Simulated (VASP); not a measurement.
Method: vdW-DF2, VASP's PBE PAW potentials (set 64) (plane waves; VASP).

Input for VASP

**POSCAR**
```
MnS
1.0
  5.2624496222   2.6227494610   2.6227494610
  2.6227494610   5.2624496222   2.6227494610
  2.6227494610   2.6227494610   5.2624496222
Mn S
2 2
Cart
  0.0000000000   0.0000000000   0.0000000000
  5.2539742721   5.2539742721   5.2539742721
  2.6269871360   2.6269871360   2.6269871361
  7.8809614082   7.8809614082   7.8809614082
```

INCAR:
```
! general
SYSTEM    =  MnS
PREC      =  Accurate
ENCUT     =  520
LREAL     =  .FALSE.
LASPH     =  .TRUE.

! electronic loop
EDIFF     =  1E-7
NELM      =  100
ALGO      =  Normal
LMAXMIX   =  4

! smearing
ISMEAR    =  0
SIGMA     =  0.05

! functional
GGA       =  ML
LUSE_VDW  =  .TRUE.
AGGAC     =  0.0
ZAB_VDW   =  -1.8867

! spin
ISPIN     =  2
MAGMOM    =  4.2 -4.2 0.0 0.0

! ions
IBRION    =  2
NSW       =  30
ISIF      =  4
EDIFFG    =  -0.01

! output
LWAVE     =  .FALSE.
LCHARG    =  .FALSE.
LORBIT    =  10
```

**KPOINTS**
```
Automatic mesh
0
Gamma
7 7 7
0 0 0
```

POTCAR, in this order: Mn_pv S (PBE.64 set). Program: vasp_std.

Problem. What will the output report for the number of irreducible k-points (NKPTS), largest plane-wave count, number of space-group operations, FFT grid (NGX, NGY, NGZ)?

Solution. 
```json
{
  "number of irreducible k-points (NKPTS)": "44",
  "largest_plane_wave_count": "1984",
  "number_of_space_group_operations": "12",
  "FFT grid (NGX, NGY, NGZ)": "48 × 48 × 48"
}
```

The compound is MnS in the rock salt, AFM-II order structure. It was relaxed first.
